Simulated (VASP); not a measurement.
Input:

```
Zn
1.0
    1.32271    -2.29100     0.00000
    1.32271     2.29100     0.00000
    0.00000     0.00000     4.64870
Zn
2
Direct
  0.33333   0.66667   0.25000
  0.66667   0.33333   0.75000
```

These are PBEsol GGA, VASP's PBE PAW potentials (set 64) (plane waves; VASP) values and carry that method's errors. Numerical set-up: 520 eV cut-off, Gaussian smearing of 0.050 eV, potentials Zn.

Q: Give the energies of bands 11 to 15 at the high-symmetry points, in eV from the Fermi level.

A: 
```json
[
 {"band": "11", "Γ": "-7.21", "M": "-3.32", "K": "-0.39", "A": "-7.32", "L": "-2.25", "H": "0.60"},
 {"band": "12", "Γ": "-3.80", "M": "-2.53", "K": "-0.39", "A": "-7.32", "L": "-2.25", "H": "0.60"},
 {"band": "13", "Γ": "-2.33", "M": "3.16", "K": "-0.29", "A": "5.93", "L": "0.06", "H": "1.66"},
 {"band": "14", "Γ": "16.30", "M": "3.59", "K": "5.45", "A": "5.93", "L": "0.06", "H": "1.66"},
 {"band": "15", "Γ": "17.21", "M": "4.86", "K": "6.35", "A": "18.73", "L": "11.41", "H": "2.11"}
]
```

It has no gap at this level: it comes out as a metal or semimetal.

The compound is Zn in the hcp structure. It was relaxed first, which changed the volume by -7 %.
